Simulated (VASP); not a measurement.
Given:

```
CELL_PARAMETERS angstrom
      0.00000     2.03622     2.03622
      2.03622     0.00000     2.03622
      2.03622     2.03622     0.00000
ATOMIC_POSITIONS crystal
  Li 0.00000 0.00000 0.00000
  H  0.50000 0.50000 0.50000
```

All values below come from r2SCAN meta-GGA, VASP's PBE PAW potentials (set 64) (plane waves; VASP). Numerical set-up: 520 eV cut-off, 11×11×11 Γ-centred mesh, Gaussian smearing of 0.050 eV, potentials Li_sv H.

Task: What does the run give for the energy per atom (σ→0), pressure?

Result: 
```
Quantity                       Result
---------------------  --------------
energy per atom (σ→0)  -3407 meV/atom
pressure                    -2.02 GPa
```

The compound is LiH in the rock salt structure. This cell is one point of a volume scan, at 1.06 of the reference volume.
